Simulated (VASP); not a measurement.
Calculation: r2SCAN meta-GGA, VASP's PBE PAW potentials (set 64) (plane waves; VASP).

Input for VASP

### POSCAR
```
NaCl
1
    0.0000000000     2.7909203104     2.7909203104
    2.7909203104     0.0000000000     2.7909203104
    2.7909203104     2.7909203104     0.0000000000
Na Cl
1 1
Direct
  0.0000000000   0.0000000000   0.0000000000
  0.5000000000   0.5000000000   0.5000000000
```

INCAR:
```
ALGO = Normal
EDIFF = 1E-7
ENCUT = 400
ISIF = 2
ISMEAR = -5
LASPH = .TRUE.
LCHARG = .FALSE.
LMIXTAU = .TRUE.
LORBIT = 11
LREAL = .FALSE.
LWAVE = .FALSE.
METAGGA = R2SCAN
NEDOS = 601
NELM = 100
PREC = Accurate
SYSTEM = NaCl
```

File KPOINTS:
```
Automatic mesh
0
Gamma
9 9 9
0 0 0
```

KPOINTS_OPT:
```
k-points along high-symmetry lines
10
Line-mode
Reciprocal
  0.000000   0.000000   0.000000 ! GAMMA
  0.500000   0.000000   0.500000 ! X

  0.500000   0.000000   0.500000 ! X
  0.625000   0.250000   0.625000 ! U

  0.375000   0.375000   0.750000 ! K
  0.000000   0.000000   0.000000 ! GAMMA

  0.000000   0.000000   0.000000 ! GAMMA
  0.500000   0.500000   0.500000 ! L

  0.500000   0.500000   0.500000 ! L
  0.500000   0.250000   0.750000 ! W

  0.500000   0.250000   0.750000 ! W
  0.500000   0.000000   0.500000 ! X
```

POTCAR, in this order: Na_pv Cl (PBE.64 set). Program: vasp_std.

What VASP printed:

### OSZICAR
```
       N       E                     dE             d eps       ncg     rms          rms(c)
DAV:   1     0.792136223886E+02    0.79214E+02   -0.66714E+03   773   0.110E+03
DAV:   2    -0.878848856557E+01   -0.88002E+02   -0.82830E+02   892   0.262E+02
DAV:   3    -0.158128216341E+02   -0.70243E+01   -0.69872E+01   923   0.775E+01
DAV:   4    -0.159539413313E+02   -0.14112E+00   -0.14098E+00   906   0.121E+01
DAV:   5    -0.159574492776E+02   -0.35079E-02   -0.35077E-02  1008   0.182E+00    0.223E+00
DAV:   6    -0.137270866229E+02    0.22304E+01   -0.85915E-01   830   0.110E+01    0.271E+00
DAV:   7    -0.135828009570E+02    0.14429E+00   -0.23164E-01   797   0.716E+00    0.671E-01
DAV:   8    -0.139093191065E+02   -0.32652E+00   -0.30510E-01   770   0.616E+00    0.912E-01
DAV:   9    -0.137776549053E+02    0.13166E+00   -0.59373E-02   782   0.313E+00    0.632E-01
DAV:  10    -0.137980469802E+02   -0.20392E-01   -0.34189E-02   776   0.224E+00    0.310E-01
DAV:  11    -0.137867871654E+02    0.11260E-01   -0.84912E-03   776   0.106E+00    0.185E-01
DAV:  12    -0.137873263621E+02   -0.53920E-03   -0.10654E-04   986   0.121E-01    0.207E-01
DAV:  13    -0.137888428615E+02   -0.15165E-02   -0.74961E-04   782   0.317E-01    0.745E-02
DAV:  14    -0.137893605247E+02   -0.51766E-03   -0.35785E-04   770   0.240E-01    0.334E-02
DAV:  15    -0.137893885257E+02   -0.28001E-04   -0.25510E-05   881   0.575E-02    0.163E-02
DAV:  16    -0.137893541797E+02    0.34346E-04   -0.77287E-06   791   0.404E-02    0.930E-03
DAV:  17    -0.137893608929E+02   -0.67132E-05   -0.37384E-07   920   0.653E-03    0.505E-03
DAV:  18    -0.137893567408E+02    0.41521E-05   -0.51072E-07   779   0.894E-03    0.243E-03
DAV:  19    -0.137893581566E+02   -0.14157E-05   -0.24702E-07   788   0.482E-03    0.787E-04
DAV:  20    -0.137893572997E+02    0.85686E-06   -0.20005E-08   445   0.151E-03    0.858E-05
DAV:  21    -0.137893582307E+02   -0.93101E-06   -0.65447E-09   403   0.114E-03    0.726E-05
DAV:  22    -0.137893579684E+02    0.26236E-06   -0.18690E-09   403   0.623E-04    0.415E-05
DAV:  23    -0.137893580021E+02   -0.33750E-07   -0.27300E-10   403   0.252E-04
   1 F= -.13789358E+02 E0= -.13789358E+02  d E =0.000000E+00
       N       E                     dE             ncg
       N       E                     dE             ncg
```

### OUTCAR
```
------------------------ aborting loop because EDIFF is reached ----------------------------------------
  FORCE on cell =-STRESS in cart. coord.  units (eV):
  Direction    XX          YY          ZZ          XY          YZ          ZX
  --------------------------------------------------------------------------------------
  Total        0.0006020      0.0006020      0.0006020      0.0000000      0.0000000     -0.0000000
  in kB        0.0221855      0.0221855      0.0221855      0.0000000      0.0000000     -0.0000000
  external PRESSURE =       0.0221855 kB  Pullay stress =       0.0000000 kB
  volume of cell :       43.48
      direct lattice vectors                 reciprocal lattice vectors
     0.000000000  2.790920310  2.790920310    -0.179152374  0.179152374  0.179152374
     2.790920310  0.000000000  2.790920310     0.179152374 -0.179152374  0.179152374
     2.790920310  2.790920310  0.000000000     0.179152374  0.179152374 -0.179152374
  FREE ENERGIE OF THE ION-ELECTRON SYSTEM (eV)
  ---------------------------------------------------
  free  energy   TOTEN  =       -13.7893580021 eV

  energy  without entropy=      -13.7893580021  energy(sigma->0) =      -13.78935800

 total charge

# of ion       s       p       d       tot
------------------------------------------
    1        0.037   5.981   0.000   6.019
    2        1.594   3.616   0.000   5.210
--------------------------------------------------
tot          1.632   9.597   0.000  11.229
```
(Selected blocks of OUTCAR.)

OUTCAR:
```
 val. band max:       -0.9798839875   @ k =   0.0000   0.0000   0.0000

 cond. band min:       5.0713614338   @ k =   0.0000   0.0000   0.0000


 Fermi energy:        -0.9752591889

 k-point     1 :       0.0000    0.0000    0.0000
  band No.  band energies     occupation
      1     -22.4435      2.00000
      2     -22.4431      2.00000
      3     -22.4431      2.00000
      4     -14.2774      2.00000
      5      -0.9799      2.00000
      6      -0.9799      2.00000
      7      -0.9799      2.00000
      8       5.0714      0.00000
      9      10.8085      0.00000
     10      10.8086      0.00000
     11      10.8086      0.00000

 k-point     2 :       0.1111    0.0000    0.0000
  band No.  band energies     occupation
      1     -22.4476      2.00000
      2     -22.4442      2.00000
      3     -22.4438      2.00000
      4     -14.2360      2.00000
      5      -1.2838      2.00000
      6      -1.0168      2.00000
      7      -1.0168      2.00000
      8       5.4769      0.00000
      9      10.3575      0.00000
     10      10.9862      0.00000
     11      10.9862      0.00000

 k-point     3 :       0.2222    0.0000    0.0000
  band No.  band energies     occupation
      1     -22.4574      2.00000
      2     -22.4448      2.00000
      3     -22.4445      2.00000
      4     -14.1284      2.00000
      5      -1.9431      2.00000
      6      -1.1073      2.00000
      7      -1.1073      2.00000
      8       6.3318      0.00000
      9       9.8377      0.00000
     10      11.2177      0.00000
     11      11.2178      0.00000

 k-point     4 :       0.3333    0.0000    0.0000
  band No.  band energies     occupation
      1     -22.4684      2.00000
      2     -22.4454      2.00000
      3     -22.4451      2.00000
      4     -14.0013      2.00000
      5      -2.5771      2.00000
      6      -1.2061      2.00000
      7      -1.2061      2.00000
      8       6.9092      0.00000
      9      10.0658      0.00000
...
```

The compound is NaCl in the rock salt structure. It was relaxed first.
